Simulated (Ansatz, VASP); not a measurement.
## Ge (Germanium): VASP beside Ansatz

One calculation is typed for both programs; each brings its own data sets. How far apart do they land? The cell is taken from a series of runs on this material, whose earlier steps may have relaxed, scaled, displaced or heated it; both programs get it as it stands.

Main program and level: Ansatz 0.2.0; plane waves, with VASP 6.6.1 beside it; r2SCAN with rVV10.

**1. Set-up**

It takes space group Fd-3m (No. 227, cubic). Conventional cell: a = 5.658 Å, b = 5.658 Å, c = 5.658 Å, α = 90.00°, β = 90.00°, γ = 90.00°. Nearest to Ge lie 4 Ge at 2.45 Å.

Coordinates:

```cif
data_structure
_symmetry_space_group_name_H-M 'P 1'
_symmetry_Int_Tables_number 1
_cell_length_a 4.0007
_cell_length_b 4.0007
_cell_length_c 4.0007
_cell_angle_alpha 60.000
_cell_angle_beta 60.000
_cell_angle_gamma 60.000
_cell_volume 45.28
loop_
_atom_site_label
_atom_site_type_symbol
_atom_site_fract_x
_atom_site_fract_y
_atom_site_fract_z
_atom_site_occupancy
Ge1 Ge 0.00000 0.00000 0.00000 1
Ge2 Ge 0.25000 0.25000 0.25000 1
```

**2. VASP: relaxation of cell and atoms, r2SCAN with rVV10**

The relaxed volume is the usual yardstick between codes: in a stiff, nearly cubic crystal its relative difference is about their pressure difference at one cell divided by the bulk modulus.

Lines of VASP's logs that name or quote its potential files are left out, and so is its time.

File INCAR:

```
SYSTEM = Ge
PREC = Accurate
ENCUT = 550
EDIFF = 1E-07
NELM = 120
ISMEAR = 0
SIGMA = 0.1
LREAL = .FALSE.
ALGO = Normal
METAGGA = R2SCAN
LUSE_VDW = .TRUE.
IVDW_NL = 2
BPARAM = 11.95
CPARAM = 0.0093
LASPH = .TRUE.
NBANDS = 20
LORBIT = 11
LWAVE = .FALSE.
LCHARG = .FALSE.
ISIF = 3
IBRION = 2
NSW = 80
EDIFFG = -0.005
GGA_COMPAT = .FALSE.
NELMIN = 4
EFERMI = MIDGAP
LMIXTAU = .TRUE.
```

File POSCAR:

```
Ge
1.0
    0.0000000000      2.8289100000      2.8289100000
    2.8289100000      0.0000000000      2.8289100000
    2.8289100000      2.8289100000      0.0000000000
Ge
2
Direct
    0.0000000000      0.0000000000      0.0000000000
    0.2500000000      0.2500000000      0.2500000000
```

File KPOINTS:

```
Automatic mesh
0
Gamma
12 12 12
0 0 0
```

Potentials, in the order of the species: Ge_d (PBE family, release 64).

Command:

```sh
> mpirun -np 1 vasp_std
```

Numbers of over 12 decimals in the logs are rounded to 6 here.

Log:

```text
[banner, memory and clock lines left out]
running    1 mpi-ranks, on    1 nodes
 distrk:  each k-point on    1 cores,    1 groups
 distr:  one band on    1 cores,    1 groups

 POSCAR found type information on POSCAR Ge
 POSCAR found :  1 types and       2 ions
|                                                                             |
|               ----> ADVICE to this user running VASP <----                  |
|                                                                             |
|     You have switched on vdW-DFT.                                           |
|     This routine was written and supplied by Jiri Klimes. We recommend      |
|     that you carefully read and cite the following publications:            |
|       J. Klimes, D.R. Bowler, A. Michelides                                 |
|          J. Phys.: Cond Matt. 22 022201 (2010)                              |
|       J. Klimes, D.R. Bowler, A. Michelides                                 |
|          Phys. Rev. B. 83, 195131 (2011)                                    |
|     and references therein.                                                 |
|                                                                             |

|                                                                             |
|               ----> ADVICE to this user running VASP <----                  |
|                                                                             |
|     You enforced a specific xc type in the INCAR file but a different       |
|     [... a line on the potential file left out ...]
|     I HOPE YOU KNOW WHAT YOU ARE DOING!                                     |
|                                                                             |

 LDA part: xc-table for (None), standard interpolation
 POSCAR, INCAR and KPOINTS ok, starting setup
 FFT: planning ... GRIDC
 FFT: planning ... GRID_SOFT
 FFT: planning ... GRID
 WAVECAR not read
 entering main loop
       N       E                     dE             d eps       ncg     rms          rms(c)
Total rVV10 correction in eV:      0.8080482    28.6230353
DAV:   1     0.167787810682E+03    0.16779E+03   -0.15624E+04  3068   0.406E+03
DAV:   2    -0.302131933764E+01   -0.17081E+03   -0.16639E+03  2884   0.630E+02
DAV:   3    -0.287671920812E+02   -0.25746E+02   -0.25563E+02  3200   0.150E+02
DAV:   4    -0.296015013633E+02   -0.83431E+00   -0.83357E+00  3268   0.316E+01
DAV:   5    -0.296158766707E+02   -0.14375E-01   -0.14375E-01  3192   0.451E+00    0.337E+00
Total rVV10 correction in eV:      0.8121830    28.6230366
DAV:   6    -0.269231831135E+02    0.26927E+01   -0.37135E-01  3168   0.110E+01    0.196E+00
Total rVV10 correction in eV:      0.8261916    28.6230366
DAV:   7    -0.271805866541E+02   -0.25740E+00   -0.32327E-01  3820   0.841E+00    0.336E-01
Total rVV10 correction in eV:      0.8268155    28.6230366
DAV:   8    -0.269195076858E+02    0.26108E+00   -0.11420E-01  3220   0.486E+00    0.122E-01
Total rVV10 correction in eV:      0.8271377    28.6230366
DAV:   9    -0.269141788385E+02    0.53288E-02   -0.81225E-03  2960   0.899E-01    0.993E-02
Total rVV10 correction in eV:      0.8283618    28.6230366
DAV:  10    -0.268122245948E+02    0.10195E+00   -0.65757E-02  2888   0.253E+00    0.117E-01
Total rVV10 correction in eV:      0.8278256    28.6230366
DAV:  11    -0.269149284981E+02   -0.10270E+00   -0.52828E-02  2880   0.159E+00    0.257E-02
Total rVV10 correction in eV:      0.8279530    28.6230366
DAV:  12    -0.269150143865E+02   -0.85888E-04   -0.52400E-04  3320   0.196E-01    0.173E-02
Total rVV10 correction in eV:      0.8280221    28.6230366
DAV:  13    -0.269150734866E+02   -0.59100E-04   -0.50603E-05  3012   0.646E-02    0.999E-03
Total rVV10 correction in eV:      0.8280493    28.6230366
DAV:  14    -0.269151043326E+02   -0.30846E-04   -0.24742E-05  3320   0.772E-02    0.365E-03
Total rVV10 correction in eV:      0.8280964    28.6230366
DAV:  15    -0.269151253828E+02   -0.21050E-04   -0.10628E-05  3020   0.448E-02    0.170E-03
Total rVV10 correction in eV:      0.8280991    28.6230366
DAV:  16    -0.269151250797E+02    0.30307E-06   -0.10520E-06  3216   0.114E-02    0.139E-03
Total rVV10 correction in eV:      0.8280989    28.6230366
DAV:  17    -0.269151251543E+02   -0.74588E-07   -0.47485E-08  2412   0.233E-03
Total rVV10 correction in eV:      0.8281042    28.6230366
Total rVV10 correction in eV:      0.8281025    28.6230366
   1 F= -.26915125E+02 E0= -.26915124E+02  d E =-.269151E+02
 curvature:   0.00 expect dE= 0.000E+00 dE for cont linesearch  0.000E+00
 trial: gam= 0.00000 g(F)=  0.225E-47 g(S)=  0.320E-04 ort = 0.000E+00 (trialstep = 0.100E+01)
 search vector abs. value=  0.320E-04
 bond charge predicted
       N       E                     dE             d eps       ncg     rms          rms(c)
Total rVV10 correction in eV:      0.8281564    28.6230366
DAV:   1    -0.269158194904E+02   -0.69441E-03   -0.91275E-03  3960   0.191E+00    0.157E-01
Total rVV10 correction in eV:      0.8279586    28.6230365
DAV:   2    -0.269153133069E+02    0.50618E-03   -0.61275E-04  3788   0.504E-01    0.792E-02
Total rVV10 correction in eV:      0.8277858    28.6230365
DAV:   3    -0.269151424972E+02    0.17081E-03   -0.26698E-04  3804   0.294E-01    0.184E-02
Total rVV10 correction in eV:      0.8277637    28.6230365
DAV:   4    -0.269151249726E+02    0.17525E-04   -0.28049E-05  3592   0.960E-02    0.627E-03
Total rVV10 correction in eV:      0.8277555    28.6230365
DAV:   5    -0.269151195577E+02    0.54150E-05   -0.96014E-06  2928   0.349E-02    0.207E-03
Total rVV10 correction in eV:      0.8277498    28.6230365
DAV:   6    -0.269151243100E+02   -0.47524E-05   -0.10203E-05  2976   0.349E-02    0.128E-03
Total rVV10 correction in eV:      0.8277499    28.6230365
DAV:   7    -0.269151300251E+02   -0.57151E-05   -0.26098E-06  2920   0.164E-02    0.507E-04
Total rVV10 correction in eV:      0.8277495    28.6230365
DAV:   8    -0.269151298698E+02    0.15527E-06   -0.21896E-08  2008   0.203E-03    0.670E-05
Total rVV10 correction in eV:      0.8277495    28.6230365
DAV:   9    -0.269151298080E+02    0.61875E-07   -0.29936E-09  1576   0.662E-04
Total rVV10 correction in eV:      0.8277496    28.6230365
Total rVV10 correction in eV:      0.8277496    28.6230365
   2 F= -.26915130E+02 E0= -.26915128E+02  d E =-.465365E-05
 trial-energy change:   -0.000005  1 .order   -0.000003   -0.000032    0.000027
 step:   0.5942(harm=  0.5458)  dis= 0.00000  next Energy=   -26.915135 (dE=-0.993E-05)
 bond charge predicted
       N       E                     dE             d eps       ncg     rms          rms(c)
Total rVV10 correction in eV:      0.8277277    28.6230365
DAV:   1    -0.269152520441E+02   -0.12217E-03   -0.15056E-03  3964   0.777E-01    0.634E-02
Total rVV10 correction in eV:      0.8278085    28.6230366
DAV:   2    -0.269151639474E+02    0.88097E-04   -0.99761E-05  3772   0.203E-01    0.321E-02
Total rVV10 correction in eV:      0.8278796    28.6230366
DAV:   3    -0.269151316687E+02    0.32279E-04   -0.43756E-05  3796   0.119E-01    0.744E-03
Total rVV10 correction in eV:      0.8278888    28.6230366
DAV:   4    -0.269151310754E+02    0.59333E-06   -0.46041E-06  3588   0.389E-02    0.252E-03
Total rVV10 correction in eV:      0.8278921    28.6230366
DAV:   5    -0.269151316077E+02   -0.53236E-06   -0.16039E-06  2912   0.137E-02    0.840E-04
Total rVV10 correction in eV:      0.8278945    28.6230366
DAV:   6    -0.269151329053E+02   -0.12976E-05   -0.16180E-06  2908   0.134E-02    0.523E-04
Total rVV10 correction in eV:      0.8278944    28.6230366
DAV:   7    -0.269151339527E+02   -0.10474E-05   -0.38950E-07  2352   0.614E-03    0.206E-04
Total rVV10 correction in eV:      0.8278947    28.6230366
DAV:   8    -0.269151340954E+02   -0.14270E-06   -0.70520E-09  1604   0.133E-03    0.472E-05
Total rVV10 correction in eV:      0.8278945    28.6230366
DAV:   9    -0.269151340985E+02   -0.30450E-08   -0.16987E-09  1516   0.703E-04
Total rVV10 correction in eV:      0.8278947    28.6230366
Total rVV10 correction in eV:      0.8278946    28.6230366
   3 F= -.26915134E+02 E0= -.26915133E+02  d E =-.894415E-05
 curvature:  -0.27 expect dE=-0.948E-06 dE for cont linesearch -0.948E-06
 trial: gam= 0.00000 g(F)=  0.423E-47 g(S)=  0.351E-05 ort =-0.106E-04 (trialstep = 0.919E+00)
 search vector abs. value=  0.351E-05
 reached required accuracy - stopping structural energy minimisation
```

OUTCAR, selected parts (step 2):

```text
ion  position               nearest neighbor table
   1  0.000  0.000  0.000-   2 2.45   2 2.45   2 2.45   2 2.45
   2  0.250  0.250  0.250-   1 2.45   1 2.45   1 2.45   1 2.45

  LATTYP: Found a face centered cubic cell.
 ALAT       =     5.6578200000

 Subroutine GETGRP returns: Found 48 space group operations
 (whereof 24 operations were pure point group operations)

The static configuration has the point symmetry T_d .
 The point group associated with its full space group is O_h .

 Found     72 irreducible k-points:

   k-points           NKPTS =     72   k-points in BZ     NKDIM =     72   number of bands    NBANDS=     20

   dimension x,y,z NGX =    32 NGY =   32 NGZ =   32
   dimension x,y,z NGXF=    64 NGYF=   64 NGZF=   64

   ENCUT  =  550.0 eV  40.42 Ry    6.36 a.u.   7.65  7.65  7.65*2*pi/ulx,y,z

   NELECT =      28.0000    total number of electrons

 k-points in reciprocal lattice and weights: Automatic mesh
   0.00000000  0.00000000  0.00000000       0.001
   0.08333333  0.00000000  0.00000000       0.005
   0.16666667  0.00000000  0.00000000       0.005
   0.25000000  0.00000000  0.00000000       0.005
   0.33333333  0.00000000  0.00000000       0.005
   0.41666667  0.00000000  0.00000000       0.005
   0.50000000  0.00000000  0.00000000       0.002
   0.08333333  0.08333333  0.00000000       0.003
   0.16666667  0.08333333  0.00000000       0.014
[...]
-0.33333333  0.50000000  0.16666667       0.007
  -0.25000000  0.50000000  0.25000000       0.003

 average (electrostatic) potential at core
       1 -79.4357       2 -79.4357

 E-fermi :   5.0014

 k-point     1 :       0.0000    0.0000    0.0000
  band No.  band energies     occupation
    ...
     10     -20.4085      2.00000
     11      -8.5240      2.00000
     12       4.7957      1.99637
     13       4.7957      1.99637
     14       4.7957      1.99637
     15       5.2118      0.00292
     16       7.4992      0.00000
     17       7.4992      0.00000
     18       7.4992      0.00000
     19      11.7600      0.00000
    ...

 k-point     2 :       0.0833    0.0000    0.0000
  band No.  band energies     occupation
    ...
     10     -20.4039      2.00000
     11      -8.4347      2.00000
     12       3.3216      2.00000
     13       4.6193      2.00000
     14       4.6193      2.00000
     15       6.0384      0.00000
     16       7.7349      0.00000
     17       7.7349      0.00000
     18       7.9553      0.00000
     19      12.2121      0.00000
    ...

 k-point     3 :       0.1667    0.0000    0.0000
  band No.  band energies     occupation
    ...
     10     -20.3966      2.00000
     11      -8.1700      2.00000
     12       1.5906      2.00000
     13       4.2438      2.00000
     14       4.2438      2.00000
     15       6.0116      0.00000
     16       8.2314      0.00000
     17       8.2314      0.00000
     18       9.3005      0.00000
     19      13.1589      0.00000
    ...

  Total        0.0069682      0.0069682      0.0069682      0.0000000     -0.0000000      0.0000000
  in kB        0.2467967      0.2467967      0.2467967      0.0000000     -0.0000000      0.0000000
  external PRESSURE =       0.2467967 kB  Pullay stress =       0.0000000 kB

  energy-cutoff  :      550.00
  volume of cell :       45.24
      direct lattice vectors                 reciprocal lattice vectors
    -0.000000000  2.828056778  2.828056778    -0.176799845  0.176799845  0.176799845
     2.828056778  0.000000000  2.828056778     0.176799845 -0.176799845  0.176799845
     2.828056778  2.828056778  0.000000000     0.176799845  0.176799845 -0.176799845

 POSITION                                       TOTAL-FORCE (eV/Angst)
 -----------------------------------------------------------------------------------
      0.00000      0.00000      0.00000         0.000000      0.000000      0.000000
      1.41403      1.41403      1.41403        -0.000000     -0.000000     -0.000000
 -----------------------------------------------------------------------------------
    total drift:                               -0.000000      0.000000      0.000000

  FREE ENERGIE OF THE ION-ELECTRON SYSTEM (eV)
  ---------------------------------------------------
  free  energy   TOTEN  =       -26.9151340985 eV

  energy  without entropy=      -26.9151311538  energy(sigma->0) =      -26.91513263

 reached required accuracy - stopping structural energy minimisation

 total charge
# of ion       s       p       d       tot
------------------------------------------
    1        1.103   1.291  10.023  12.416
    2        1.103   1.291  10.023  12.416
--------------------------------------------------
tot          2.205   2.581  20.046  24.832

[... 3 further parts left out ...]
```

The gap is read on the k-mesh alone, so it is an upper bound where the band edges lie off the mesh. The PAW data sets were made with PBE, which is usual practice but a small mismatch for other functionals. The run keeps the 48 symmetry operations of its start, so it cannot find a distortion of lower symmetry.

(Continued in part 2 of 2.)

[Lines on the potential files, build, host, timing and source positions are cut from VASP's logs without a mark.]

[Logs are printed without paths, hosts, clocks, repeated set-up lines and the standing remarks that a program may print on its own settings, such as how far it seeks lower states.]

[Hosts, paths, dates, database ids (printed as entryN), source tags and the programs' standing remarks are cut or masked in the printed files.]
